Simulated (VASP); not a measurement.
Crystal: Na.

```
CELL_PARAMETERS angstrom
-2.11750 2.11750 2.11750
2.11750 -2.11750 2.11750
2.11750 2.11750 -2.11750
ATOMIC_POSITIONS crystal
Na 0.00000 0.00000 0.00000
```

* Program: VASP 6.6.1
* Task: relaxation of cell and atoms
* Functional: PBE
* Dispersion: D3(BJ)
* Potentials or basis: VASP PAW PBE potentials, release 64 (Na_pv)
* Cutoff: 600 eV
* k mesh: 14 × 14 × 14
* Occupations: gaussian, width 0.1 eV
* Spin: no spin polarisation

At the start: pressure -0.8 GPa; volume 37.98 Å³/atom.

Task: Where does the relaxation end?

Result: Over 3 steps the energy falls by 11.1 meV/atom and the volume is 33.92 Å³/atom (-10.7 %); space group Im-3m (No. 229, to 0.05 Å).

Step by step:
```csv
step,energy change (eV),largest force (eV/Å),pressure (GPa),volume (Å³)
1,0.0000,0.0000,-0.81,37.98
2,-0.0047,0.0000,-0.65,36.94
3,-0.0111,0.0000,-0.01,33.92
```

Final structure:
```yaml
crystal:
  lattice:
    - [-2.03929, 2.03929, 2.03929]
    - [2.03929, -2.03929, 2.03929]
    - [2.03929, 2.03929, -2.03929]
  atoms:
    - { symbol: Na, position: [0.00000, 0.00000, 0.00000] }
```

Caveat: the volume moved by -11 % from the deposited cell, more than functionals usually miss; pairwise dispersion overbinds metals, which lowers pressure and volume.
